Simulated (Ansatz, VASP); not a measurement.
**InCo2N2 in VASP and in Ansatz**

Contents of INCAR:

```
PREC = Accurate ; ENCUT = 520
EDIFF = 1E-7 ; ISMEAR = -1
SIGMA = 0.05 ; LREAL = False
LASPH = True ; NELM = 100
ALGO = Normal ; ISIF = 2
LWAVE = False ; LCHARG = False
ISPIN = 2 ; MAGMOM = 0 2 2 0 0
LORBIT = 11 ; LMAXMIX = 4
GGA = PE ; NBANDS = 32
```

KPOINTS

```
regular mesh
0
Gamma
  10 10 4
```

Contents of POSCAR:

```
InCo2N2
1.0
    2.6891173286     -1.5591842349      0.0000000000
    2.6891173286      1.5591842349      0.0000000000
   -1.9258834959      0.0000000000      7.4427101649
In Co N
1 2 2
Direct
    0.5000000000      0.5000000000      0.5000000000
    0.6273390000      0.6273390000      0.8918950000
    0.3726610000      0.3726610000      0.1081050000
    0.7226160000      0.7226160000      0.1550070000
    0.2773840000      0.2773840000      0.8449930000
```

The input input.yaml:

```yaml
crystal:
  lattice:
    - [2.6891173286, -1.5591842349, 0.0]
    - [2.6891173286, 1.5591842349, 0.0]
    - [-1.9258834959, 0.0, 7.4427101649]
  atoms:
    - { symbol: In, position: [0.5, 0.5, 0.5] }
    - { symbol: Co, position: [0.627339, 0.627339, 0.891895], spin: 2.0 }
    - { symbol: Co, position: [0.372661, 0.372661, 0.108105], spin: 2.0 }
    - { symbol: "N", position: [0.722616, 0.722616, 0.155007] }
    - { symbol: "N", position: [0.277384, 0.277384, 0.844993] }
hamiltonian:
  xc: pbe
  pseudopotentials: { kind: paw }
magnetization:
  spin_polarized: true
kpoints:
  mp_grid: { grid: [10, 10, 4] }
scf:
  occupations: { method: fermi_dirac, width: 0.05 }
output:
  forces: true
  stress: true
  eigenvalues: true
```

Change from the starting cell: volume scaled by 0.96.

Alike in both runs: task single point; functional PBE; k mesh 10 × 10 × 4; occupations fermi-dirac, width 0.05 eV; collinear spin, ferromagnetic start.

```csv
,VASP,Ansatz
version,VASP 6.6.1,Ansatz 0.2.0
potentials or method,"VASP PAW PBE potentials, release 64 (In_d, Co, N)",Ansatz PAW
plane-wave cutoff (eV),520,420
valence electrons in the cell,41,57
```

VASP gave:

```
gap on the k mesh at the Fermi level (eV)                     : none
pressure (GPa)                                                : 6.9
largest component of the traceless stress (GPa)               : 1.63
rms of the force components (eV/Å)                            : 0.161
net moment per atom (μB)                                      : 0.08
size of the moment on the site where the two differ most (μB) : 0.17
```

What did Ansatz give for the same quantities?

gap on the k mesh at the Fermi level (eV): none; pressure (GPa): 6.9; largest component of the traceless stress (GPa): 1.50; rms of the force components (eV/Å): 0.152; net moment per atom (μB): 0.08; size of the moment on the site where the two differ most (μB): 0.16.

Site moments also hang on the region over which each program counts them. Atom by atom the forces differ by 0.013 eV/Å (rms over components). A gap of «none» marks a metal or a gap that the smearing closes. The two sets of potentials don't hold the same shells in valence.

Caveats: the pressure holds a Pulay correction of +0.4 GPa for the finite cutoff (Ansatz).
